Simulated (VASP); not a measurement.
VASP input:

### POSCAR
```
SiO2
1.0
  5.0877257720   0.0000000000   0.0000000000
 -2.5438628860   4.4061002629   0.0000000000
  0.0000000000   0.0000000000   5.5684403698
Si O
3 6
Cartesian
 -1.2719314430   2.2030501314   3.7122954360
  2.5438628860   0.0000000000   0.0000000000
  1.2719314430   2.2030501314   1.8561449338
  2.5438628860   2.5709924743   2.7842201849
 -0.9546131016   3.4885463686   4.6403651187
  1.5892497844   0.9175538943   0.9280752511
 -0.0000000000   1.8351077886   2.7842201849
  3.4984759876   0.9175538943   4.6403651187
  0.9546131016   3.4885463686   0.9280752511
```

INCAR:
```
SYSTEM = SiO2
PREC = Accurate; ENCUT = 520; LREAL = F
LASPH = T
EDIFF = 1E-6; NELM = 100; ALGO = Normal
LMIXTAU = T
ISMEAR = 0; SIGMA = 0.05
METAGGA = R2SCAN
IBRION = 2; NSW = 60; ISIF = 3
EDIFFG = -0.02
LWAVE = F; LCHARG = F
```

**KPOINTS**
```
Automatic mesh
0
Gamma
5 5 4
0 0 0
```

POTCAR, in this order: Si O (PBE.64 set). Program: vasp_std.

**Question.** Translate this r2SCAN calculation to Ansatz.

**Answer.** One equivalent input (not run):
Ansatz 0.2 input:
```yaml
crystal:
  lattice:
    - [5.0877258, 0.0000000, 0.0000000]
    - [-2.5438629, 4.4061003, 0.0000000]
    - [0.0000000, 0.0000000, 5.5684404]
  atoms:
    - { symbol: Si, position: [0.0000000, 0.5000000, 0.6666670] }
    - { symbol: Si, position: [0.5000000, 0.0000000, 0.0000000] }
    - { symbol: Si, position: [0.5000000, 0.5000000, 0.3333330] }
    - { symbol: O, position: [0.7917537, 0.5835075, 0.5000000] }
    - { symbol: O, position: [0.2082463, 0.7917537, 0.8333330] }
    - { symbol: O, position: [0.4164925, 0.2082463, 0.1666670] }
    - { symbol: O, position: [0.2082463, 0.4164925, 0.5000000] }
    - { symbol: O, position: [0.7917537, 0.2082463, 0.8333330] }
    - { symbol: O, position: [0.5835075, 0.7917537, 0.1666670] }
kpoints:
  mp_grid: { grid: [5, 5, 4] }
hamiltonian:
  xc: r2scan
  pseudopotentials: { kind: paw }
scf:
  occupations: { method: gaussian, width: 0.05 }
  max_iter: 100
relax:
  max_steps: 60
  f_tol: 0.02
  cell: {}
output: { forces: true, stress: true, eigenvalues: true }
```
Limits of the translation: each code has its own PAW files, so the cut-off isn't converted (ENCUT is set for VASP's; basis.ecutwfc is left out, and Ansatz then takes the one that its files recommend); Ansatz stops its SCF on the density residual and VASP on the energy change (EDIFF).

The structure comes from a computed database's SiO2 entry (P6_222); how it stands against other phases isn't given here. This run relaxes it. Symmetry was kept, so distortions that lower it aren't found. The start is the result of an earlier pass.
